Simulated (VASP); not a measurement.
A VASP calculation is set up with these files.

INCAR:
```
! general
SYSTEM = CaO
PREC   = Accurate
ENCUT  = 520
LREAL  = .FALSE.
LASPH  = .TRUE.

! electronic loop
EDIFF  = 1E-7
NELM   = 100
ALGO   = Normal

! smearing
ISMEAR = 0
SIGMA  = 0.05

! functional
GGA    = PE
IVDW   = 12

! ions
ISIF   = 2

! output
LWAVE  = .FALSE.
LCHARG = .FALSE.
```

### KPOINTS
```
K-points
0
Gamma
 10 10 10
0 0 0
```

POSCAR:
```
CaO
3.3544170
  0.0000000000   0.7071067433   0.7071067433
  0.7071067433   0.0000000000   0.7071067433
  0.7071067433   0.7071067433   0.0000000000
Ca O
1 1
Cartesian
  0.0000000000   0.0000000000   0.0000000000
  0.7071067433   0.7071067433   0.7071067433
```

POTCAR, in this order: Ca_sv O (PBE.64 set). Program: vasp_std.

Question: Write an equivalent input for Ansatz.

Answer: One equivalent input (not run):
Ansatz 0.2 input:
```yaml
crystal:
  lattice:
    - [0.0000000, 2.3719309, 2.3719309]
    - [2.3719309, 0.0000000, 2.3719309]
    - [2.3719309, 2.3719309, 0.0000000]
  atoms:
    - { symbol: Ca, position: [0.0000000, 0.0000000, 0.0000000] }
    - { symbol: O, position: [0.5000000, 0.5000000, 0.5000000] }
kpoints:
  mp_grid: { grid: [10, 10, 10] }
hamiltonian:
  xc: pbe
  dispersion: d3bj
  pseudopotentials: { kind: paw }
scf:
  occupations: { method: gaussian, width: 0.05 }
  max_iter: 100
output: { forces: true, stress: true, eigenvalues: true }
```
What does not carry over: each code has its own PAW files, so the cut-off isn't converted (ENCUT is set for VASP's; basis.ecutwfc is left out, and Ansatz then takes the one that its files recommend); Ansatz stops its SCF on the density residual and VASP on the energy change (EDIFF).

The compound is CaO in the rock salt structure. This cell is one point of a volume scan, at 0.97 of the reference volume.
